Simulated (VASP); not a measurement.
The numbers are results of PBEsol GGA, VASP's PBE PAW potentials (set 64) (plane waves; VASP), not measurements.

The input files of a VASP run:

### INCAR
```
ALGO=Normal
EDIFF=1E-7
ENCUT=400
GGA=PS
ICHARG=11
ISMEAR=0
LASPH=.True.
LCHARG=.False.
LMAXMIX=4
LORBIT=11
LREAL=.False.
LWAVE=.False.
NELM=100
PREC=Accurate
SIGMA=0.05
SYSTEM=CdTe
```

File KPOINTS:
```
k-points along high-symmetry lines
15
Line-mode
Reciprocal
  0.000000   0.000000   0.000000 ! GAMMA
 -0.500000  -0.500000   0.000000 ! X

 -0.500000  -0.500000   0.000000 ! X
 -0.375000  -0.375000   0.250000 ! U

 -0.375000  -0.000000   0.375000 ! K
  0.000000   0.000000   0.000000 ! GAMMA

  0.000000   0.000000   0.000000 ! GAMMA
  0.000000   0.000000   0.500000 ! L

  0.000000   0.000000   0.500000 ! L
 -0.500000  -0.250000   0.250000 ! W

 -0.500000  -0.250000   0.250000 ! W
 -0.500000  -0.500000   0.000000 ! X
```

### POSCAR
```
CdTe
1
    0.0000000000     3.2421477848     3.2421477848
    3.2421477848     0.0000000000     3.2421477848
    3.2421477848     3.2421477848     0.0000000000
Cd Te
1 1
Direct
  1.0000000000   1.0000000000   1.0000000000
  0.2500000000   0.2500000000   0.2500000000
```

POTCAR, in this order: Cd Te (PBE.64 set). Program: vasp_std. Read from the step before: CHGCAR.

Output of the run:

**OSZICAR**
```
       N       E                     dE             d eps       ncg     rms          rms(c)
DAV:   1     0.876456541984E+02    0.87646E+02   -0.74081E+03  2364   0.965E+02
DAV:   2    -0.131279274118E+01   -0.88958E+02   -0.85799E+02  2780   0.257E+02
DAV:   3    -0.451779062225E+01   -0.32050E+01   -0.31670E+01  2675   0.511E+01
DAV:   4    -0.454699805217E+01   -0.29207E-01   -0.29205E-01  3464   0.432E+00
DAV:   5    -0.454707917590E+01   -0.81124E-04   -0.81123E-04  2740   0.194E-01
DAV:   6    -0.454708100029E+01   -0.18244E-05   -0.18244E-05  3376   0.204E-02
DAV:   7    -0.454708102413E+01   -0.23841E-07   -0.23845E-07  2293   0.162E-03
   1 F= -.45470810E+01 E0= -.45470810E+01  d E =-.448847E-15
```

File OUTCAR:
```
 val. band max:        2.1978062491   @ k =   0.0000   0.0000   0.0000

 cond. band min:       2.8539787385   @ k =   0.0000   0.0000   0.0000



 k-point     1 :       0.0000    0.0000    0.0000
  band No.  band energies     occupation
      1      -9.0063      2.00000
      2      -6.0507      2.00000
      3      -6.0507      2.00000
      4      -6.0507      2.00000
      5      -5.7867      2.00000
      6      -5.7867      2.00000
      7       2.1978      2.00000
      8       2.1978      2.00000
      9       2.1978      2.00000
     10       2.8540      0.00000
     11       6.7443      0.00000
     12       6.7443      0.00000
     13       6.7443      0.00000

 k-point     2 :      -0.0357   -0.0357    0.0000
  band No.  band energies     occupation
      1      -8.9996      2.00000
      2      -6.0489      2.00000
      3      -6.0489      2.00000
      4      -6.0472      2.00000
      5      -5.7873      2.00000
      6      -5.7863      2.00000
      7       1.9576      2.00000
      8       2.1623      2.00000
      9       2.1623      2.00000
     10       3.0990      0.00000
     11       6.6731      0.00000
     12       6.7954      0.00000
     13       6.7954      0.00000

 k-point     3 :      -0.0714   -0.0714    0.0000
  band No.  band energies     occupation
      1      -8.9797      2.00000
      2      -6.0433      2.00000
      3      -6.0433      2.00000
      4      -6.0364      2.00000
      5      -5.7892      2.00000
      6      -5.7851      2.00000
      7       1.5490      2.00000
      8       2.0611      2.00000
      9       2.0611      2.00000
     10       3.5196      0.00000
     11       6.4888      0.00000
     12       6.9432      0.00000
     13       6.9432      0.00000

 k-point     4 :      -0.1071   -0.1071    0.0000
  band No.  band energies     occupation
      1      -8.9476      2.00000
      2      -6.0345      2.00000
      3      -6.0345      2.00000
      4      -6.0181      2.00000
...
```

The density is held fixed in this step, so its total energy and stress have no physical meaning. Unless said otherwise, spin-orbit coupling is left out, though it shifts the bands of the heavy elements here.

The compound is CdTe in the zinc blende structure. It was relaxed first.
